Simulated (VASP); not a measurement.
The system is Sn2Bi2O.

```
Sn Bi O
1.0
     4.20000    0.00000    0.00000
     0.00000    4.20000    0.00000
     0.00000    0.00000    6.90000
Sn Bi O
2 2 1
Direct
  0.00000 0.50000 0.00000
  0.50000 0.00000 0.00000
  0.00000 0.00000 0.72000
  0.00000 0.00000 0.28000
  0.50000 0.50000 0.00000
```

The cell was built by a generator and needn't be a form met in nature.

- Program: VASP 6.6.1
- Task: relaxation of cell and atoms
- Functional: PBE
- Potentials or basis: VASP PAW PBE potentials, release 64 (Sn_d, Bi_d, O)
- Cutoff: 520 eV
- k mesh: 3 × 3 × 2
- Occupations: gaussian, width 0.15 eV
- Spin: no spin polarisation

At the start: pressure 29.4 GPa; volume 24.34 Å³/atom.

Q: Where does the relaxation end?

A: Over 8 steps the energy falls by 689.3 meV/atom and the volume is 32.58 Å³/atom (+33.8 %); space group P4/mmm (No. 123, to 0.05 Å).

The path:
| step | energy change (eV) | largest force (eV/Å) | pressure (GPa) | volume (Å³) |
| --- | --- | --- | --- | --- |
| 1 | 0.0000 | 2.8046 | 29.43 | 121.72 |
| 2 | -1.4357 | 0.9429 | -8.08 | 217.45 |
| 3 | -3.3709 | 0.5952 | -0.56 | 164.58 |
| 4 | -3.3727 | 0.5399 | -0.27 | 163.64 |
| 5 | -3.4329 | 0.3631 | -0.20 | 162.87 |
| 6 | -3.4389 | 0.2368 | 0.08 | 162.36 |
| 7 | -3.4396 | 0.3073 | 0.12 | 162.47 |
| 8 | -3.4463 | 0.0042 | 0.17 | 162.89 |

Final structure:
```
CELL_PARAMETERS angstrom
4.80192 0.00000 0.00000
0.00000 4.80192 0.00000
0.00000 0.00000 7.06441
ATOMIC_POSITIONS crystal
Sn 0.00000 0.50000 0.00000
Sn 0.50000 0.00000 0.00000
Bi 0.00000 0.00000 0.71677
Bi 0.00000 0.00000 0.28323
O 0.50000 0.50000 0.00000
```

Caveat: the k mesh is coarse (spacing up to 0.50 Å⁻¹), so the values aren't converged; the volume moved by over 15 % at a fixed basis, so the end points are rough.
